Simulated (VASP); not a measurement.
# A VASP study of TiC (AM05): structure first, properties next, part 2 of 5

Aim: relax TiC, then compute properties on the relaxed cell. The start is a cell from a database of measured crystal structures.

VASP 6.6.1; AM05; plane waves and PAW (Ti_sv, C).

Still holding for the runs below: The k-mesh is coarse for a metal.

So far. Step 2 (Full relaxation (AM05)): It ends with forces that vanish by symmetry and a pressure of -0.04 GPa. The volume lies -2.0 % from that of the database's start, which holds the thermal and zero-point expansion of its experiment. Step 3 (Second relaxation): It ends with forces that vanish by symmetry and a pressure of -0.05 GPa. The volume moved by under 0.01 %: the run met its threshold at the first step.

The database entry behind the starting cell differs from later determinations by our own check (0.1 to 0.3 % short, probably kX units), so it need not match the best structure at ambient conditions.

**4. Density, ELF and potential (AM05)**

A single point on the relaxed cell gives a clean self-consistent state, with density, ELF and potential written out.

Input file INCAR:

```
SYSTEM = TiC
PREC = Accurate
ENCUT = 520
EDIFF = 1E-06
NELM = 100
ISMEAR = 0
SIGMA = 0.05
LREAL = .FALSE.
ALGO = Normal
GGA = AM
NBANDS = 14
LASPH = .TRUE.
LORBIT = 11
LWAVE = .FALSE.
LCHARG = .TRUE.
ISIF = 2
LELF = .TRUE.
LVHAR = .TRUE.
```

Input file POSCAR:

```
TiC
1.0
    0.0000000000      2.1447736535      2.1447736535
    2.1447736535      0.0000000000      2.1447736535
    2.1447736535      2.1447736535      0.0000000000
Ti C
1 1
Direct
    0.0000000000      0.0000000000      0.0000000000
    0.5000000000      0.5000000000      0.5000000000
```

Input file KPOINTS:

```
Automatic mesh
0
Gamma
8 8 8
0 0 0
```

The projector-augmented-wave data sets are Ti_sv and C (PBE family, release 64).

On the command line:

```bash
$ mpirun -np 2 vasp_std
```

The log of the run:

```text
[banner, memory and clock lines left out]
running    2 mpi-ranks, on    1 nodes
 distrk:  each k-point on    2 cores,    1 groups
 distr:  one band on    1 cores,    2 groups

 POSCAR found type information on POSCAR TiC
 POSCAR found :  2 types and       2 ions
 [... a notice as in an earlier step ...]

 LDA part: xc-table for (Slater+PW92), standard interpolation
 POSCAR, INCAR and KPOINTS ok, starting setup
 FFT: planning ... GRIDC
 FFT: planning ... GRID_SOFT
 FFT: planning ... GRID
 WAVECAR not read
 entering main loop
       N       E                     dE             d eps       ncg     rms          rms(c)
DAV:   1     0.119971479708E+03    0.11997E+03   -0.82188E+03   812   0.138E+03
[... 1 cycle as in an earlier step ...]
DAV:   3    -0.242434748811E+02   -0.80086E+01   -0.78330E+01  1070   0.827E+01
DAV:   4    -0.245740555041E+02   -0.33058E+00   -0.32999E+00   994   0.153E+01
[... 1 cycle as in an earlier step ...]
DAV:   6    -0.198798053517E+02    0.47042E+01   -0.12184E+01  1144   0.598E+01    0.660E+00
DAV:   7    -0.193743652928E+02    0.50544E+00   -0.19541E+00   992   0.209E+01    0.528E+00
DAV:   8    -0.193370687390E+02    0.37297E-01   -0.11565E-01   922   0.451E+00    0.287E+00
DAV:   9    -0.193353859353E+02    0.16828E-02   -0.89851E-02  1016   0.343E+00    0.814E-01
[... 2 cycles as in an earlier step ...]
DAV:  12    -0.193319670008E+02    0.18790E-04   -0.35259E-04   920   0.248E-01    0.225E-02
DAV:  13    -0.193319643253E+02    0.26755E-05   -0.11577E-05  1112   0.411E-02    0.332E-03
DAV:  14    -0.193319643175E+02    0.78478E-08   -0.85961E-07   686   0.155E-02
   1 F= -.19331964E+02 E0= -.19331539E+02  d E =-.850373E-03
```

Run time: 12 s. Hardware: 2 MPI ranks of Intel Xeon Platinum 8375C at 2.90GHz (Ice Lake), shared host; peak memory 0.23 GiB; 23 s of CPU time.

Parts of OUTCAR (step 4):

```text
The static configuration has the point symmetry O_h .

 Found     29 irreducible k-points:

   NELECT =      16.0000    total number of electrons

 E-fermi :   9.6285

  Total       -0.0066924     -0.0066924     -0.0066924      0.0000000     -0.0000000      0.0000000
  in kB       -0.5434012     -0.5434012     -0.5434012      0.0000000     -0.0000000      0.0000000
  external PRESSURE =      -0.5434012 kB  Pullay stress =       0.0000000 kB

 POSITION                                       TOTAL-FORCE (eV/Angst)
 -----------------------------------------------------------------------------------
      0.00000      0.00000      0.00000        -0.000000      0.000000      0.000000
      2.14477      2.14477      2.14477         0.000000     -0.000000     -0.000000
 -----------------------------------------------------------------------------------
    total drift:                                0.000000     -0.000000     -0.000000

[... 18 parts as in an earlier step ...]
```

This step gave:

```
SCF cycles : 14
```

Valence electrons inside each PAW sphere by angular momentum. Sphere charges, by row:

```csv
atom,s (e),p (e),d (e),tot (e)
Ti1,2.206,6.265,2,10.47
C2,0.892,1.505,0,2.397
```

ELF in the ac plane of the conventional cell at fractional y = 0.000, with atoms of Ti and C within 0.2 Å of it. It is the smooth field of the valence electrons, not physical close to the nuclei.

Values, 14 rows by 14 columns, each cell a mean:
```
0.91 0.73 0.37 0.28 0.61 0.73 0.42 0.29 0.61 0.74 0.44 0.27 0.53 0.85
0.60 0.42 0.20 0.22 0.57 0.76 0.73 0.70 0.76 0.71 0.39 0.17 0.30 0.53
0.30 0.21 0.14 0.21 0.42 0.57 0.61 0.62 0.60 0.51 0.30 0.15 0.17 0.27
0.45 0.42 0.37 0.27 0.21 0.22 0.28 0.30 0.26 0.21 0.21 0.30 0.39 0.44
0.73 0.73 0.65 0.37 0.14 0.20 0.37 0.43 0.30 0.16 0.21 0.51 0.71 0.74
0.51 0.68 0.73 0.42 0.21 0.42 0.73 0.80 0.60 0.30 0.26 0.60 0.76 0.61
0.11 0.51 0.73 0.45 0.30 0.60 0.91 0.96 0.80 0.43 0.30 0.62 0.70 0.29
0.29 0.61 0.74 0.44 0.27 0.53 0.85 0.91 0.73 0.37 0.28 0.61 0.73 0.42
0.70 0.76 0.71 0.39 0.17 0.30 0.53 0.60 0.42 0.20 0.22 0.57 0.76 0.73
0.62 0.60 0.51 0.30 0.15 0.17 0.27 0.30 0.21 0.14 0.21 0.42 0.57 0.61
0.30 0.26 0.21 0.21 0.30 0.39 0.44 0.45 0.42 0.37 0.27 0.21 0.22 0.28
0.43 0.30 0.16 0.21 0.51 0.71 0.74 0.73 0.73 0.65 0.37 0.14 0.20 0.37
0.80 0.60 0.30 0.26 0.60 0.76 0.61 0.51 0.68 0.73 0.42 0.21 0.42 0.73
0.96 0.80 0.43 0.30 0.62 0.70 0.29 0.11 0.51 0.73 0.45 0.30 0.60 0.91
```
Columns run along a (4.3 Å), rows up along c (4.3 Å), edges of the conventional cell, whose origin can differ from the input's. Atoms in or near the plane, at fractional coordinates: Ti at (0.00, 0.00), Ti at (0.50, 0.50), C at (0.50, 0.00), C at (0.00, 0.50).

Electrostatic potential energy in the ac plane of the conventional cell at fractional y = 0.000, with atoms of Ti and C within 0.2 Å of it. With pseudopotentials it is smooth inside the atoms' cores, unlike the true potential.

Ten even steps from '_' (-62 eV) to '@' (0 eV), each cell a mean:
```
__..==%%@@**--==--%%@@**::__
::--**@@@@%%**++##@@@@%%++::
**##@@@@@@@@@@@@@@@@@@@@%%**
@@@@@@@@@@@@%%%%%%@@@@@@@@@@
##%%@@@@@@**====++%%@@@@@@%%
--++%%@@##--..__::++%%@@##--
##--##@@**::______==%%@@++==
==--%%@@**::____..==%%@@**--
++##@@@@%%++::::--**@@@@%%**
@@@@@@@@@@%%****##@@@@@@@@@@
%%%%@@@@@@@@@@@@@@@@@@@@@@%%
==++%%@@@@@@%%##%%@@@@@@**==
__::++%%@@##----++%%@@##--..
____==%%@@++==##--##@@**::__
```
Columns run along a (4.3 Å; values clipped at the 3rd and 97th percentile), rows up along c (4.3 Å), edges of the conventional cell, whose origin can differ from the input's. Atoms in or near the plane, at fractional coordinates: Ti at (0.00, 0.00), Ti at (0.50, 0.50), C at (0.50, 0.00), C at (0.00, 0.50).

Valence density in the ac plane of the conventional cell at fractional y = 0.000, with atoms of Ti and C within 0.2 Å of it. It is the smooth field of the valence electrons, not physical close to the nuclei.

Ten even steps from '_' (0 e/Å³) to '@' (13 e/Å³), each cell a mean:
```
%%==..______....________::**
--..______________________::
____________________________
____________________________
____________....____________
..________..==++--__________
__..______--%%@@++..______..
..________::**%%==..______..
____________::--..__________
____________________________
____________________________
..________________________..
++--__________..________..==
@@++..______..__..______--%%
```
Columns run along a (4.3 Å), rows up along c (4.3 Å), edges of the conventional cell, whose origin can differ from the input's. Atoms in or near the plane, at fractional coordinates: Ti at (0.00, 0.00), Ti at (0.50, 0.50), C at (0.50, 0.00), C at (0.00, 0.50).

In this run the pressure is -0.05 GPa, small enough to go on.

**5. Band structure (AM05)**

The mesh alone shows little of the dispersion and can miss band extrema, so KPOINTS_OPT adds a path through the symmetry points after the self-consistent cycle.

Input file INCAR:

```
SYSTEM = TiC
PREC = Accurate
ENCUT = 520
EDIFF = 1E-06
NELM = 100
ISMEAR = 0
SIGMA = 0.05
LREAL = .FALSE.
ALGO = Normal
GGA = AM
NBANDS = 20
LASPH = .TRUE.
LORBIT = 11
LWAVE = .FALSE.
LCHARG = .FALSE.
KPAR = 2
```

POSCAR is that of step 4.

KPOINTS is that of step 4.

Input file KPOINTS_OPT:

```
Line mode
16
Line-mode
Reciprocal
  0.00000000   0.00000000   0.00000000 GAMMA
  0.50000000   0.00000000   0.50000000 X

  0.50000000   0.00000000   0.50000000 X
  0.50000000   0.25000000   0.75000000 W

  0.50000000   0.25000000   0.75000000 W
  0.37500000   0.37500000   0.75000000 K

  0.37500000   0.37500000   0.75000000 K
  0.00000000   0.00000000   0.00000000 GAMMA

  0.00000000   0.00000000   0.00000000 GAMMA
  0.50000000   0.50000000   0.50000000 L

  0.50000000   0.50000000   0.50000000 L
  0.62500000   0.25000000   0.62500000 U

  0.62500000   0.25000000   0.62500000 U
  0.50000000   0.25000000   0.75000000 W

  0.50000000   0.25000000   0.75000000 W
  0.50000000   0.50000000   0.50000000 L

  0.50000000   0.50000000   0.50000000 L
  0.37500000   0.37500000   0.75000000 K

  0.62500000   0.25000000   0.62500000 U
  0.50000000   0.00000000   0.50000000 X
```

On the command line:

```bash
$ mpirun -np 2 vasp_std
```

The log of the run:

```text
[... set-up lines as in an earlier step ...]
 entering main loop
       N       E                     dE             d eps       ncg     rms          rms(c)
DAV:   1     0.123256785161E+03    0.12326E+03   -0.72409E+03  1168   0.965E+02
DAV:   2    -0.171764288395E+02   -0.14043E+03   -0.12920E+03  1200   0.273E+02
DAV:   3    -0.243959349247E+02   -0.72195E+01   -0.70937E+01  1396   0.623E+01
DAV:   4    -0.245811645336E+02   -0.18523E+00   -0.18497E+00  1332   0.928E+00
DAV:   5    -0.245842630770E+02   -0.30985E-02   -0.30985E-02  1364   0.114E+00    0.189E+01
DAV:   6    -0.199096129555E+02    0.46747E+01   -0.43870E+00  1544   0.418E+01    0.673E+00
DAV:   7    -0.193695221517E+02    0.54009E+00   -0.10420E+00  1424   0.142E+01    0.516E+00
DAV:   8    -0.193346159306E+02    0.34906E-01   -0.14113E-01  1536   0.494E+00    0.134E+00
DAV:   9    -0.193372253844E+02   -0.26095E-02   -0.38862E-02  1292   0.139E+00    0.965E-01
DAV:  10    -0.193342826965E+02    0.29427E-02   -0.23967E-03  1436   0.668E-01    0.692E-01
DAV:  11    -0.193319464867E+02    0.23362E-02   -0.17829E-03  1396   0.737E-01    0.340E-02
DAV:  12    -0.193319614501E+02   -0.14963E-04   -0.19701E-04  1240   0.129E-01    0.184E-02
DAV:  13    -0.193319648983E+02   -0.34481E-05   -0.45904E-06  1428   0.291E-02    0.629E-03
DAV:  14    -0.193319646760E+02    0.22230E-06   -0.10888E-06  1236   0.156E-02
   1 F= -.19331965E+02 E0= -.19331539E+02  d E =-.850601E-03
 Start KPOINTS_OPT (optional k-point list driver)
k-point batch [1-29\160]
       N       E                     dE             ncg
DAV:   1    -0.115804830236E+04   -0.17394E+05     1168
DAV:   2    -0.512064398348E+04   -0.39626E+04     1200
DAV:   3    -0.532408278917E+04   -0.20344E+03     1532
DAV:   4    -0.532836181393E+04   -0.42790E+01     1272
DAV:   5    -0.532841699075E+04   -0.55177E-01     1364
DAV:   6    -0.532841795859E+04   -0.96783E-03     1368
DAV:   7    -0.532841797900E+04   -0.20410E-04     1364
DAV:   8    -0.532841797944E+04   -0.44114E-06     1140
[...]
k-point batch [146-160\160]
       N       E                     dE             ncg
DAV:   1     0.979804025694E+04   -0.12576E+05      600
DAV:   2     0.781552833716E+04   -0.19825E+04      648
DAV:   3     0.772082584587E+04   -0.94702E+02      780
DAV:   4     0.771958361495E+04   -0.12422E+01      664
DAV:   5     0.771957216964E+04   -0.11445E-01      764
DAV:   6     0.771957199062E+04   -0.17902E-03      688
DAV:   7     0.771957198710E+04   -0.35228E-05      760
DAV:   8     0.771957198703E+04   -0.66429E-07      576
```

Run time: 32 s. Hardware: 2 MPI ranks; peak memory 0.28 GiB; 62 s of CPU time.

Parts of OUTCAR (step 5):

```text
   k-points           NKPTS =     29   k-points in BZ     NKDIM =     29   number of bands    NBANDS=     20

   NELECT =      16.0000    total number of electrons

 E-fermi :   9.6288

 k-point     1 :       0.0000    0.0000    0.0000
  band No.  band energies     occupation
      1     -46.4783      2.00000
      2     -22.6568      2.00000
      3     -22.6568      2.00000
      4     -22.6568      2.00000
      5      -2.8264      2.00000
      6      10.3269      0.00000
      7      10.3269      0.00000
      8      10.3269      0.00000
      9      11.4083      0.00000
     10      11.4083      0.00000
    ...

  Total       -0.0088917     -0.0088917     -0.0088917      0.0000000     -0.0000000     -0.0000000
  in kB       -0.7219768     -0.7219768     -0.7219768      0.0000000     -0.0000000     -0.0000000
  external PRESSURE =      -0.7219768 kB  Pullay stress =       0.0000000 kB

 POSITION                                       TOTAL-FORCE (eV/Angst)
 -----------------------------------------------------------------------------------
      0.00000      0.00000      0.00000        -0.000000     -0.000000      0.000000
      2.14477      2.14477      2.14477         0.000000      0.000000     -0.000000
 -----------------------------------------------------------------------------------
    total drift:                                0.000000     -0.000000     -0.000000

  FREE ENERGIE OF THE ION-ELECTRON SYSTEM (eV)
  ---------------------------------------------------
  free  energy   TOTEN  =       -19.3319646760 eV

  energy  without entropy=      -19.3311140750  energy(sigma->0) =      -19.33153938

[... 7 parts as in an earlier step ...]

[... 9 further parts left out ...]
```

This step gave:

* bands: 20
* pressure: -0.07220 GPa

The electronic bands at the labelled points (eV, zero at the Fermi level; # counts the bands kept, so #1 is VASP's band 5):

```csv
point,#1,#2,#3,#4,#5,#6,#7,#8
Γ,-12.46,0.70,0.70,0.70,1.78,1.78,1.78,1.82
0.53 of the way,-10.77,-3.64,-0.80,-0.39,-0.39,2.38,4.02,4.02
X,-10.11,-3.45,-1.75,0.03,0.03,2.88,3.69,3.69
0.53 of the way,-9.78,-3.42,-2.58,-1.72,1.41,3.61,3.70,4.34
W,-9.47,-3.20,-3.20,-2.74,2.92,2.92,3.70,5.45
0.47 of the way,-9.51,-3.39,-3.34,-2.23,2.15,3.25,3.85,5.44
K,-9.55,-3.56,-3.39,-1.72,1.52,3.29,4.02,5.70
0.47 of the way,-10.36,-3.68,-2.37,-2.23,1.76,3.00,3.88,4.77
Γ,-12.46,0.70,0.70,0.70,1.78,1.78,1.78,1.82
0.53 of the way,-10.92,-3.06,-1.87,-1.87,1.95,1.95,3.05,6.37
L,-8.77,-5.99,-2.96,-2.96,3.06,3.06,4.30,8.31
0.47 of the way,-9.03,-5.30,-3.03,-2.62,2.67,3.05,4.05,7.07
U,-9.55,-3.56,-3.39,-1.72,1.52,3.29,4.02,5.70
0.47 of the way,-9.51,-3.42,-3.35,-2.13,2.03,3.26,3.88,5.48
W,-9.47,-3.20,-3.20,-2.74,2.92,2.92,3.70,5.45
0.53 of the way,-9.10,-5.09,-3.04,-2.57,2.75,2.92,4.00,6.87
L,-8.77,-5.99,-2.96,-2.96,3.06,3.06,4.30,8.31
0.53 of the way,-9.10,-5.10,-3.06,-2.52,2.57,3.06,4.02,6.82
K,-9.55,-3.56,-3.39,-1.72,1.52,3.29,4.02,5.70
jump to U,-9.55,-3.56,-3.39,-1.72,1.52,3.29,4.02,5.70
0.47 of the way,-9.93,-3.44,-2.43,-0.76,0.55,3.58,3.80,3.99
X,-10.11,-3.45,-1.75,0.03,0.03,2.88,3.69,3.69
```

Of the projections kept (Ti, C), the largest for each band there; the rest of the weight can lie on other orbitals:

```csv
point,#1,#2,#3,#4,#5,#6,#7,#8
Γ,C 0.68,Ti 1.00,Ti 1.00,Ti 1.00,C 0.93,C 0.93,C 0.94,Ti 1.00
X,C 0.67,C 0.58,Ti 1.00,C 0.79,C 0.79,Ti 1.00,Ti 1.00,Ti 1.00
W,C 0.70,Ti 0.58,Ti 0.58,Ti 0.54,Ti 0.81,Ti 0.81,Ti 1.00,Ti 0.89
K,C 0.70,Ti 0.62,Ti 0.51,Ti 0.54,Ti 0.78,Ti 1.00,Ti 0.91,Ti 0.81
Γ,C 0.68,Ti 1.00,Ti 1.00,Ti 1.00,C 0.93,C 0.94,C 0.94,Ti 1.00
L,C 0.79,Ti 0.60,Ti 0.63,Ti 0.63,Ti 0.99,Ti 0.99,Ti 0.86,Ti 0.53
```

The electronic bands as a text plot (rows in eV, shown from -8.0 to 1.8 only):

```
    1.6 |               *    *  ***  *         *             *
    1.2 |                     ** * **                         *
    0.8 |*         *            ***
    0.4 | **      *              * *                           *
    0.0 | **   ***                                              *
   -0.4 |   ***   *             *   *                          *
   -0.8 | *  **                     *
   -1.2 |      *   *           *     *                        *
   -1.7 |  *    **      *     *                *             *  *
   -2.1 |         * *  * *   * *     **       * *           *
   -2.5 |          * **   *****        *    **   * ***     *   *
   -2.9 |   *       **     **         * *****     *  *******  *
   -3.3 |        **********                  ********       *****
   -3.7 |    ****       *    *                 *   *         *
   -4.1 |                *             *      *     *
   -4.5 |                 ***                *              *
   -4.9 |                                            *     *
   -5.3 |                               *   *         *
   -5.7 |                                * *           * **
   -6.2 |                                 *             *
   -6.6 |
   -7.0 |
   -7.4 |
   -7.8 |
         Γ       X    W  K        Γ      L     U  W     L   K|U X
```

There is no gap at this level.

Of the bands kept, 4 cross the Fermi level on this path.

[end of part 2 of 5]

[Lines on the potential files, build, host, timing and source positions are cut from VASP's logs without a mark.]

[Logs are printed without paths, hosts, clocks, repeated set-up lines and the standing remarks that a program may print on its own settings, such as how far it seeks lower states.]

[Hosts, paths, dates, database ids (printed as entryN), source tags and the programs' standing remarks are cut or masked in the printed files.]

[A measured line is paired with the nearest computed mode of its activity, which favours agreement.]
